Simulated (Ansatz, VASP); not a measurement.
# GaB3P3N: VASP beside Ansatz, part 2 of 3

Wanted: the spread between two codes on one cell, functional and k mesh. The cell is generated by rule, not measured, and may not be a known phase. The cell is taken from a series of runs on this material, whose earlier steps may have relaxed, scaled, displaced or heated it; both programs get it as it stands.

VASP 6.6.1 and Ansatz 0.2.0.

So far: Starting point; Ansatz: relaxation of cell and atoms, LDA, pair 1.

**3. VASP: relaxation of cell and atoms, LDA, pair 1**

Level of this step: LDA; plane waves and PAW (B, Ga_d, N, P); invented cell (VASP).

The same cell, functional (in two slightly different forms), mesh and smearing now go to VASP, with its own data sets.

Lines of VASP's logs that name or quote its potential files are left out, and so is its time.

Input file INCAR:

```
SYSTEM = GaB3P3N
PREC = Accurate
ENCUT = 600
EDIFF = 1E-07
NELM = 120
ISMEAR = 1
SIGMA = 0.2
LREAL = .FALSE.
ALGO = Normal
GGA = CA
NBANDS = 29
LORBIT = 11
LWAVE = .FALSE.
LCHARG = .FALSE.
ISIF = 3
IBRION = 2
NSW = 80
EDIFFG = -0.005
LASPH = .TRUE.
GGA_COMPAT = .FALSE.
NELMIN = 4
KPAR = 2
```

Input file POSCAR:

```
GaB3P3N
1.0
    2.2593970000      2.2593970000      0.0000000000
   -2.2138240000      2.2138240000      0.0000000000
    0.0000000000      0.0000000000      9.1067800000
B Ga N P
3 1 1 3
Direct
    0.0000000000      0.0000000000      0.9948509792
    0.4999997787      0.5000000000      0.2403885896
    0.0000000000      0.0000000000      0.4879042867
    0.4999997787      0.5000000000      0.7854255840
    0.0000000000      0.5000000000      0.9059433741
    0.4999997787      0.0000000000      0.1167564166
    0.0000000000      0.5000000000      0.3624266755
    0.4999997787      0.0000000000      0.6063038747
```

Input file KPOINTS:

```
Automatic mesh
0
Gamma
12 12 4
0 0 0
```

The projector-augmented-wave data sets are B, Ga_d, N and P (LDA family, release 64).

Run with:

```console
> mpirun -np 2 vasp_std
```

Numbers of over 12 decimals in the logs are rounded to 6 here.

The program printed:

```text
[banner, memory and clock lines left out]
running    2 mpi-ranks, on    1 nodes
 distrk:  each k-point on    1 cores,    2 groups
 distr:  one band on    1 cores,    1 groups

 POSCAR found type information on POSCAR B GaN P
 POSCAR found :  4 types and       8 ions
 LDA part: xc-table for (Slater(with rela. corr.)+CA(PZ))
 , standard interpolation
 POSCAR, INCAR and KPOINTS ok, starting setup
 FFT: planning ... GRIDC
 FFT: planning ... GRID_SOFT
 FFT: planning ... GRID
 WAVECAR not read
 entering main loop
       N       E                     dE             d eps       ncg     rms          rms(c)
DAV:   1     0.332252855163E+03    0.33225E+03   -0.20996E+04  9015   0.196E+03
DAV:   2    -0.116648533119E+02   -0.34392E+03   -0.32533E+03  9471   0.499E+02
DAV:   3    -0.569103983191E+02   -0.45246E+02   -0.43842E+02 10062   0.130E+02
DAV:   4    -0.589049357453E+02   -0.19945E+01   -0.19812E+01 11599   0.280E+01
DAV:   5    -0.589450811231E+02   -0.40145E-01   -0.40006E-01 10988   0.384E+00    0.142E+01
DAV:   6    -0.558450769456E+02    0.31000E+01   -0.80127E+00 13463   0.327E+01    0.728E+00
DAV:   7    -0.554834858302E+02    0.36159E+00   -0.15767E+00 10906   0.791E+00    0.315E+00
DAV:   8    -0.554288724809E+02    0.54613E-01   -0.35774E-01 10734   0.348E+00    0.128E+00
DAV:   9    -0.554241326825E+02    0.47398E-02   -0.37370E-02 11444   0.141E+00    0.568E-01
DAV:  10    -0.554239352599E+02    0.19742E-03   -0.76249E-03 10516   0.489E-01    0.200E-01
DAV:  11    -0.554235371340E+02    0.39813E-03   -0.17474E-03 10463   0.254E-01    0.467E-02
DAV:  12    -0.554235193186E+02    0.17815E-04   -0.15279E-04 12270   0.104E-01    0.200E-02
DAV:  13    -0.554235217607E+02   -0.24422E-05   -0.37984E-05 10187   0.324E-02    0.183E-02
DAV:  14    -0.554235216716E+02    0.89089E-07   -0.20162E-06 12373   0.132E-02    0.849E-03
DAV:  15    -0.554235218929E+02   -0.22125E-06   -0.95508E-07 11330   0.612E-03    0.295E-03
DAV:  16    -0.554235218814E+02    0.11514E-07   -0.63196E-08  6028   0.242E-03
   1 F= -.55423522E+02 E0= -.55422476E+02  d E =-.554235E+02
[...]
2 F= -.55423658E+02 E0= -.55422581E+02  d E =-.135868E-03
[...]
3 F= -.55423666E+02 E0= -.55422595E+02  d E =-.143757E-03
[...]
4 F= -.55423706E+02 E0= -.55422629E+02  d E =-.399960E-04
[...]
5 F= -.55423706E+02 E0= -.55422629E+02  d E =-.402218E-04
[...]
6 F= -.55423716E+02 E0= -.55422631E+02  d E =-.964638E-05
 trial-energy change:   -0.000010  1 .order   -0.000010   -0.000023    0.000004
 step:   0.8324(harm=  0.8324)  dis= 0.00065  next Energy=   -55.423716 (dE=-0.985E-05)
 bond charge predicted
       N       E                     dE             d eps       ncg     rms          rms(c)
DAV:   1    -0.554237157587E+02   -0.22782E-06   -0.23372E-05  8715   0.292E-02    0.233E-03
DAV:   2    -0.554237157891E+02   -0.30444E-07   -0.94254E-07 11527   0.821E-03    0.999E-04
DAV:   3    -0.554237157751E+02    0.14049E-07   -0.42384E-08  5348   0.179E-03    0.557E-04
DAV:   4    -0.554237157709E+02    0.41787E-08   -0.20881E-08  4793   0.120E-03
   7 F= -.55423716E+02 E0= -.55422633E+02  d E =-.991049E-05
 curvature:  -0.55 expect dE=-0.160E-05 dE for cont linesearch -0.192E-09
 trial: gam= 0.13249 g(F)=  0.159E-05 g(S)=  0.129E-05 ort = 0.104E-06 (trialstep = 0.947E+00)
 search vector abs. value=  0.346E-05
 reached required accuracy - stopping structural energy minimisation
```

OUTCAR, selected parts (step 3):

```text
ion  position               nearest neighbor table
   1  0.000  0.000  0.995-   5 1.76   5 1.76   6 1.95   6 1.95
   2  0.500  0.500  0.240-   6 1.93   6 1.93   7 1.95   7 1.95
   3  0.000  0.000  0.488-   8 1.93   8 1.93   7 1.94   7 1.94
   4  0.500  0.500  0.785-   5 1.94   5 1.94   8 2.26   8 2.26
   5  0.000  0.500  0.906-   1 1.76   1 1.76   4 1.94   4 1.94
   6  0.500  0.000  0.117-   2 1.93   2 1.93   1 1.95   1 1.95
   7  0.000  0.500  0.362-   3 1.94   3 1.94   2 1.95   2 1.95
   8  0.500  0.000  0.606-   3 1.93   3 1.93   4 2.26   4 2.26

  LATTYP: Found a simple orthorhombic cell.
 ALAT       =     3.1308199255
 B/A-ratio  =     1.0205856473
 C/A-ratio  =     2.9087524089

 Subroutine GETGRP returns: Found  4 space group operations
 (whereof  4 operations were pure point group operations)

The static configuration has the point symmetry C_2v.

 Found    147 irreducible k-points:

   k-points           NKPTS =    147   k-points in BZ     NKDIM =    147   number of bands    NBANDS=     29

   dimension x,y,z NGX =    28 NGY =   28 NGZ =   80
   dimension x,y,z NGXF=    56 NGYF=   56 NGZF=  160

   ENCUT  =  600.0 eV  44.10 Ry    6.64 a.u.   6.38  6.25 18.19*2*pi/ulx,y,z

   NELECT =      42.0000    total number of electrons

 k-points in reciprocal lattice and weights: Automatic mesh
   0.00000000  0.00000000  0.00000000       0.002
   0.08333333  0.00000000  0.00000000       0.003
   0.16666667  0.00000000  0.00000000       0.003
   0.25000000  0.00000000  0.00000000       0.003
   0.33333333  0.00000000  0.00000000       0.003
   0.41666667  0.00000000  0.00000000       0.003
   0.50000000  0.00000000  0.00000000       0.002
   0.00000000  0.08333333  0.00000000       0.003
   0.08333333  0.08333333  0.00000000       0.007
[...]
0.41666667  0.50000000  0.50000000       0.003
   0.50000000  0.50000000  0.50000000       0.002

 average (electrostatic) potential at core
       1 -31.1120       2 -29.8434       3 -30.0959       4 -63.9129       5 -61.5593
       6 -82.0030       7 -82.2013       8 -81.9160

 E-fermi :   8.6646

 k-point     1 :       0.0000    0.0000    0.0000
  band No.  band energies     occupation
    ...
     17       5.0401      2.00000
     18       5.6585      2.00000
     19       6.8192      2.00000
     20       7.3463      2.00000
     21       8.1312      2.00106
     22       8.8417     -0.01768
     23       9.2082     -0.00083
     24       9.3326     -0.00002
     25      10.1923     -0.00000
     26      11.3184     -0.00000
    ...

 k-point     2 :       0.0833    0.0000    0.0000
  band No.  band energies     occupation
    ...
     17       4.8503      2.00000
     18       5.7006      2.00000
     19       6.6277      2.00000
     20       6.8510      2.00000
     21       8.4653      2.04946
     22       8.8325      0.00095
     23       9.4602     -0.00000
     24       9.7662     -0.00000
     25      10.6119     -0.00000
     26      11.1820     -0.00000
    ...

 k-point     3 :       0.1667    0.0000    0.0000
  band No.  band energies     occupation
    ...
     16       4.4345      2.00000
     17       4.6271      2.00000
     18       5.7269      2.00000
     19       5.8136      2.00000
     20       6.1586      2.00000
     21       8.7993      0.09935
     22       9.0261     -0.02828
     23       9.8495     -0.00000
     24      10.6475     -0.00000
     25      11.3578     -0.00000
    ...

  Total        0.0067559      0.0067559      0.0110194      0.0006777      0.0000000      0.0000000
  in kB        0.1187547      0.1187547      0.1936982      0.0119124      0.0000000      0.0000000
  external PRESSURE =       0.1437359 kB  Pullay stress =       0.0000000 kB

  energy-cutoff  :      600.00
  volume of cell :       91.15
      direct lattice vectors                 reciprocal lattice vectors
     2.259281638  2.259281638  0.000000000     0.221309283  0.221309283  0.000000000
    -2.214497661  2.214497661  0.000000000    -0.225784840  0.225784840  0.000000000
     0.000000000  0.000000000  9.108916902     0.000000000  0.000000000  0.109782536

 POSITION                                       TOTAL-FORCE (eV/Angst)
 -----------------------------------------------------------------------------------
      0.00000      0.00000      9.06404         0.000000     -0.000000     -0.000006
      0.02239      2.23689      2.18996        -0.000000      0.000000      0.004670
     -0.00000      0.00000      4.44312        -0.000000      0.000000     -0.001444
      0.02239      2.23689      7.15122        -0.000000      0.000000      0.000651
     -1.10725      1.10725      8.25438        -0.000000      0.000000      0.000337
      1.12964      1.12964      1.06498        -0.000000      0.000000     -0.000666
     -1.10725      1.10725      3.30138         0.000000     -0.000000     -0.002700
      1.12964      1.12964      5.52106         0.000000     -0.000000     -0.000842
 -----------------------------------------------------------------------------------
    total drift:                                0.000383      0.000383     -0.000038

  FREE ENERGIE OF THE ION-ELECTRON SYSTEM (eV)
  ---------------------------------------------------
  free  energy   TOTEN  =       -55.4237157709 eV

  energy  without entropy=      -55.4204667969  energy(sigma->0) =      -55.42263278

 reached required accuracy - stopping structural energy minimisation

 total charge
# of ion       s       p       d       tot
------------------------------------------
    1        0.626   1.134   0.000   1.760
    2        0.672   1.329   0.000   2.001
    3        0.670   1.314   0.000   1.984
    4        0.854   0.988  10.117  11.959
    5        1.208   2.438   0.000   3.646
    6        0.998   1.631   0.000   2.628
    7        0.998   1.602   0.000   2.600
    8        1.004   1.632   0.000   2.636
--------------------------------------------------
tot          7.029  12.069  10.117  29.215

[... 3 further parts left out ...]
```

**4. Side by side**

Known differences besides the potentials themselves: the two LDA forms differ slightly; the cutoff is 420 eV in Ansatz and 600 eV in VASP; VASP's log shows a relativistic correction to its local exchange, Ansatz's none; Ansatz adds a Pulay correction to the stress that steers its cell, VASP none. Total energies have different zeros and are not compared.

Both answers:

```
                                         quantity  Ansatz   VASP  difference
                                      volume (Å³)   91.11  91.15     -0.04 %
edge a after relaxation, in the typed setting (Å)   3.195  3.195     -0.01 %
edge b after relaxation, in the typed setting (Å)   3.132  3.132     +0.00 %
edge c after relaxation, in the typed setting (Å)   9.106  9.109     -0.03 %
```

**5. VASP: relaxation of cell and atoms, LDA, pair 2**

The relaxed volume is the usual yardstick between codes: in a stiff, nearly cubic crystal its relative difference is about their pressure difference at one cell divided by the bulk modulus.

Edit INCAR of step 3 so:

```diff
@@ -5,4 +5,4 @@
 NELM = 120
-ISMEAR = 1
-SIGMA = 0.2
+ISMEAR = 0
+SIGMA = 0.1
 LREAL = .FALSE.
```

Input file POSCAR:

```
GaB3P3N
1.0
    2.2656860000      2.2656860000      0.0000000000
   -2.2090390000      2.2090390000      0.0000000000
    0.0000000000      0.0000000000      9.0957710000
B Ga N P
3 1 1 3
Direct
    0.0000000000      0.0000000000      0.9954548108
    0.5000002207      0.5000000000      0.2404975895
    0.0000000000      0.0000000000      0.4877722845
    0.5000002207      0.5000000000      0.7862098771
    0.0000000000      0.5000002263      0.9059842206
    0.5000000000      0.0000000000      0.1165650498
    0.0000000000      0.5000002263      0.3618202349
    0.5000000000      0.0000000000      0.6056959877
```

KPOINTS is that of step 3.

Run with:

```console
> mpirun -np 2 vasp_std
```

The program printed:

```text
[... set-up lines as in an earlier step ...]
 entering main loop
       N       E                     dE             d eps       ncg     rms          rms(c)
DAV:   1     0.332600980321E+03    0.33260E+03   -0.20929E+04  8938   0.197E+03
DAV:   2    -0.106229782308E+02   -0.34322E+03   -0.32494E+03  9468   0.497E+02
DAV:   3    -0.568416209367E+02   -0.46219E+02   -0.44865E+02 10067   0.131E+02
DAV:   4    -0.589158755623E+02   -0.20743E+01   -0.20585E+01 11544   0.285E+01
[...]
DAV:  14    -0.554231377458E+02    0.98529E-07   -0.20447E-06 12339   0.134E-02    0.838E-03
DAV:  15    -0.554231379879E+02   -0.24210E-06   -0.10124E-06 11263   0.602E-03    0.308E-03
DAV:  16    -0.554231379591E+02    0.28766E-07   -0.72798E-08  6087   0.244E-03
   1 F= -.55423138E+02 E0= -.55420954E+02  d E =-.554231E+02
[... from here on, the cycles between the ionic steps are left out ...]
   2 F= -.55424288E+02 E0= -.55421929E+02  d E =-.115020E-02
   3 F= -.55424292E+02 E0= -.55421923E+02  d E =-.115426E-02
   4 F= -.55424612E+02 E0= -.55422164E+02  d E =-.320232E-03
   5 F= -.55424651E+02 E0= -.55422220E+02  d E =-.358325E-03
   6 F= -.55424698E+02 E0= -.55422252E+02  d E =-.471538E-04
   7 F= -.55424699E+02 E0= -.55422250E+02  d E =-.482293E-04
   8 F= -.55424709E+02 E0= -.55422261E+02  d E =-.106278E-04
 trial-energy change:   -0.000011  1 .order   -0.000010   -0.000018   -0.000003
 step:   1.1776(harm=  1.1776)  dis= 0.00061  next Energy=   -55.424709 (dE=-0.107E-04)
 reached required accuracy - stopping structural energy minimisation
```

Parts of OUTCAR (step 5):

```text
  Total       -0.0060884     -0.0060884     -0.0052891      0.0052585      0.0000000      0.0000000
  in kB       -0.1070199     -0.1070199     -0.0929712      0.0924331      0.0000000      0.0000000
  external PRESSURE =      -0.1023370 kB  Pullay stress =       0.0000000 kB

 POSITION                                       TOTAL-FORCE (eV/Angst)
 -----------------------------------------------------------------------------------
     -2.21392      2.21392      9.06580        -0.000000      0.000000     -0.002194
      0.02283      2.23674      2.19034         0.000000     -0.000000      0.001318
     -0.00000      0.00000      4.44348        -0.000000      0.000000      0.001249
      0.02283      2.23674      7.15313        -0.000000      0.000000     -0.001458
     -1.10696      1.10696      8.25586        -0.000000      0.000000     -0.000505
      1.12978      1.12978      1.06512        -0.000000      0.000000     -0.002196
     -1.10696      1.10696      3.30116        -0.000000      0.000000      0.004740
      1.12978      1.12978      5.52127        -0.000000      0.000000     -0.000954
 -----------------------------------------------------------------------------------
    total drift:                                0.000308     -0.000640      0.000010

  FREE ENERGIE OF THE ION-ELECTRON SYSTEM (eV)
  ---------------------------------------------------
  free  energy   TOTEN  =       -55.4247093967 eV

  energy  without entropy=      -55.4198128270  energy(sigma->0) =      -55.42226111

[... 2 parts as in an earlier step ...]

[... 2 further parts left out ...]
[key lines of the parts left out:]
E-fermi :   8.6624
```

**6. Ansatz: relaxation of cell and atoms, LDA, pair 2**

The same cell, functional (in two slightly different forms), mesh and smearing now go to Ansatz, which takes its cutoff from its data sets.

The cell is taken from a series of runs on this material, whose earlier steps may have relaxed, scaled, displaced or heated it; both programs get it as it stands.

Input file input.yaml:

```yaml
crystal:
  lattice:
    - [2.26568646, 2.26568646, 0.0]
    - [-2.2090391006, 2.2090391006, 0.0]
    - [0.0, 0.0, 9.0957710342]
  atoms:
    - { symbol: B, position: [0.0, 0.0, -0.0045452386] }
    - { symbol: B, position: [0.5, 0.5, 0.2404975433] }
    - { symbol: B, position: [0.0, 0.0, 0.4877722613] }
    - { symbol: Ga, position: [0.5, 0.5, 0.7862099201] }
    - { symbol: "N", position: [0.0, 0.5, 0.9059842521] }
    - { symbol: P, position: [0.5, 0.0, 0.1165650739] }
    - { symbol: P, position: [0.0, 0.5, 0.3618202077] }
    - { symbol: P, position: [0.5, 0.0, 0.6056959802] }
kpoints:
  mp_grid: { grid: [12, 12, 4] }
hamiltonian:
  xc: lda
scf:
  occupations: { method: gaussian, width: 0.1 }
output:
  forces: true
  stress: true
  eigenvalues: true
  write_density: true
  write_potential: true
  elf: true
  volumetric_format: npy
relax:
  adjacent_minimum: "off"
  f_tol: 0.005
  max_steps: 80
  cell: { stress_tol: 0.05 }
```

Run with:

```console
> ansatz run input.yaml --threads 8 --pin off --max-ram 14336MiB --backend cpu --events-out ev --progress --plain --runs-dir out
```

The program printed:

```text
[...]
Crystal: 8 atoms, lattice volume = 91.048 Å³
Basis set: ecut = 420 eV, 1799 PW (Γ)
Bands: 29, of which v1, the nominal top of the filled ones, is band 21 counted from 1 (20 counted from 0)
Symmetry: 4 space group operations
[...]
k-points: 147 of 576 (time reversal used)
[...]
- [-2.213824, 2.213824, 0]
    - [0, 0, 9.106780]
  atoms:
    - { symbol: B, position: [0, 0, -0.00514899] }
    - { symbol: B, position: [0.500000, 0.500000, 0.240389] }
    - { symbol: B, position: [0, 0, 0.487904] }
    - { symbol: Ga, position: [0.500000, 0.500000, 0.785426] }
    - { symbol: N, position: [0, 0.5, 0.905943] }
    - { symbol: P, position: [0.500000, 0, 0.116756] }
    - { symbol: P, position: [0, 0.5, 0.362427] }
    - { symbol: P, position: [0.500000, 0, 0.606304] }
[key lines of the parts left out:]
SCF converged after 6 iterations
Free energy (F): -6710.262295 eV
Fermi energy:    11.009223 eV
P = ⅓ Tr σ = -0.0009 GPa (-0.009 kbar)
```

**7. Side by side**

The two programs side by side:

```
                                         quantity  Ansatz   VASP  difference
                                      volume (Å³)   91.10  91.15     -0.05 %
edge a after relaxation, in the typed setting (Å)   3.195  3.196     -0.01 %
edge b after relaxation, in the typed setting (Å)   3.131  3.131     -0.01 %
edge c after relaxation, in the typed setting (Å)   9.107  9.110     -0.04 %
```

(Part 2 of 3 ends here.)

[Lines on the potential files, build, host, timing and source positions are cut from VASP's logs without a mark.]

[Logs are printed without paths, hosts, clocks, repeated set-up lines and the standing remarks that a program may print on its own settings, such as how far it seeks lower states.]

[Hosts, paths, dates, database ids (printed as entryN), source tags and the programs' standing remarks are cut or masked in the printed files.]
